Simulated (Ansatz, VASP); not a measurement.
**One calculation of KNbAl4, two programs**

INCAR

```
PREC = Accurate
ENCUT = 520
EDIFF = 1E-6
ISMEAR = 0
SIGMA = 0.1
LREAL = F
LASPH = T
NELM = 80
ALGO = Normal
ISIF = 2
LWAVE = F
LCHARG = F
GGA = PE
NBANDS = 26
```

Contents of KPOINTS:

```
Automatic mesh
0
Gamma
  4 4 4
```

Contents of POSCAR:

```
KNbAl4
1.0
    0.0000000000      3.7524195300      3.7524195300
    3.7524195300      0.0000000000      3.7524195300
    3.7524195300      3.7524195300      0.0000000000
K Al Nb
1 4 1
Direct
    0.2500000000      0.2500000000      0.2500000000
    0.6258700000      0.6258700000      0.1223900000
    0.6258700000      0.1223900000      0.6258700000
    0.1223900000      0.6258700000      0.6258700000
    0.6258700000      0.6258700000      0.6258700000
    0.0000000000      0.0000000000      0.0000000000
```

Input for Ansatz:

```yaml
crystal:
  lattice:
    - [0.0, 3.75241953, 3.75241953]
    - [3.75241953, 0.0, 3.75241953]
    - [3.75241953, 3.75241953, 0.0]
  atoms:
    - { symbol: K, position: [0.25, 0.25, 0.25] }
    - { symbol: Al, position: [0.62587, 0.62587, 0.12239] }
    - { symbol: Al, position: [0.62587, 0.12239, 0.62587] }
    - { symbol: Al, position: [0.12239, 0.62587, 0.62587] }
    - { symbol: Al, position: [0.62587, 0.62587, 0.62587] }
    - { symbol: Nb, position: [0.0, 0.0, 0.0] }
basis:
  ecutwfc: 420
kpoints:
  mp_grid: { grid: [4, 4, 4] }
hamiltonian:
  xc: pbe
scf:
  occupations: { method: gaussian, width: 0.1 }
  lower_state_search: "off"
output:
  forces: true
  stress: true
  eigenvalues: true
```

Change from the starting cell: species swapped into the YbCdCu4 type (F-43m, No. 216).

Alike in both runs: task single point; functional PBE; k mesh 4 × 4 × 4; occupations gaussian, width 0.1 eV; no spin polarisation.

|  | VASP | Ansatz |
| --- | --- | --- |
| version | VASP 6.6.1 | Ansatz 0.2.0 |
| potentials or method | VASP PAW PBE potentials, release 64 (K_sv, Al, Nb_sv) | scalar-relativistic, plane waves, PAW |
| plane-wave cutoff (eV) | 520 | 420 |
| valence electrons in the cell | 34 | 34 |

```csv
,VASP,Ansatz,Ansatz less VASP
gap on the k mesh at the Fermi level (eV),none,none,-
pressure (GPa),7.3,7.2,-0.06
rms of the force components (eV/Å),0.036,0.038,+0.0019
```

Atom by atom the forces differ by 0.002 eV/Å (rms over components). A gap of «none» marks a metal or a gap that the smearing closes. The functional is the same, so the differences come from potentials, cutoffs and numerics.

Caveats: the k mesh is coarse (spacing up to 0.36 Å⁻¹), so the values aren't converged.
